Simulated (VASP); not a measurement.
Method: vdW-DF-cx, VASP's PBE PAW potentials (set 64) (plane waves; VASP 6.6.1).

Input for VASP

### KPOINTS
```
kpoints
0
gamma
  12 12 7
0 0 0
```

**INCAR**
```
SYSTEM = Ho
PREC = Accurate
ENCUT = 520
EDIFF = 1E-7
NELM = 100
ALGO = Normal
LREAL = .FALSE.
LASPH = .TRUE.
ISMEAR = 1
SIGMA = 0.1
GGA = CX
LUSE_VDW = .TRUE.
AGGAC = 0.0
LMAXMIX = 6
LWAVE = .FALSE.
LCHARG = .FALSE.
ISIF = 4
IBRION = 2
NSW = 30
EDIFFG = -0.01
```

File POSCAR:
```
Ho
1
    1.7567122322    -3.0427148930     0.0000000000
    1.7567122322     3.0427148930     0.0000000000
    0.0000000000     0.0000000000     5.3937007491
Ho
2
Direct
  0.3333330000   0.6666670000   0.2500000000
  0.6666670000   0.3333330000   0.7500000000
```

POTCAR, in this order: Ho_3 (PBE.64 set). Program: vasp_std.

The 4f electrons are frozen in the core of the lanthanide potential, so 4f levels, which can set the real gap, and their magnetism are missing.

Predict the energy per atom (σ→0), band gap (on the k-mesh).

```json
{
 "energy per atom (σ→0)": "-2187 meV/atom",
 "band gap (on the k-mesh)": "none (metal, semimetal or under 0.01 eV)"
}
```

**OSZICAR**
```
...
       N       E                     dE             d eps       ncg     rms          rms(c)
DAV:   1    -0.437811306774E+01   -0.43533E-02   -0.19155E-01  2917   0.400E+00    0.290E-01
DAV:   2    -0.437561622748E+01    0.24968E-02   -0.51907E-03  3156   0.872E-01    0.182E-01
DAV:   3    -0.437446665346E+01    0.11496E-02   -0.13928E-03  3483   0.355E-01    0.102E-01
DAV:   4    -0.437446574940E+01    0.90406E-06   -0.18612E-04  3019   0.112E-01    0.430E-02
DAV:   5    -0.437446627495E+01   -0.52555E-06   -0.93824E-06  3639   0.358E-02    0.494E-03
DAV:   6    -0.437446620643E+01    0.68517E-07   -0.30717E-07  2515   0.528E-03
   3 F= -.43744662E+01 E0= -.43743810E+01  d E =-.372704E-02
```

The compound is Ho in the hcp structure. This cell is one point of a volume scan, at 0.97 of the reference volume. Symmetry was kept, so distortions that lower it aren't found.
